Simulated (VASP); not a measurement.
Si (diamond), at 1.04 of the tabulated volume:

```yaml
crystal:
  lattice:
    - [0.00000, 2.75123, 2.75123]
    - [2.75123, 0.00000, 2.75123]
    - [2.75123, 2.75123, 0.00000]
  atoms:
    - { symbol: Si, position: [0.00000, 0.00000, 0.00000] }
    - { symbol: Si, position: [0.25000, 0.25000, 0.25000] }
```

The lowest empty band near the point 0.84 of the way from Γ to X, direction across the valley's axis, from mBJ (TB09) with spin-orbit coupling in VASP (PAW); its two spin partners are averaged. The gap over the points computed is 1.31 eV, and the next band on that side lies 0.61 eV away at the edge.

Run with 400 eV cut-off, 9×9×9 Γ-centred mesh, Gaussian smearing of 0.050 eV, potentials Si.

```
distance from the edge in k (1/Å)  distance in energy (meV)
---------------------------------  ------------------------
0.018                                                   5.6
0.025                                                  10.9
0.035                                                  21.4
0.050                                                  43.6
0.070                                                  84.9
```

Question: Fit E(1 + αE) = ħ²k²/2m* (ħ²/2m0 = 3.810 eV Å²) and predict the row at 0.095 1/Å.

Answer: The rows don't resolve α, so a parabola serves: the electron mass is m* = 0.220 m0, and so 156.6 meV. The run gave 154.7 meV, -1.9 meV from the fit.

Left out are points under 3 meV from the edge, since the levels carry 0.1 meV, and points farther than half the way to the next band.

The compound is Si in the diamond structure. The cell was not relaxed at this level.
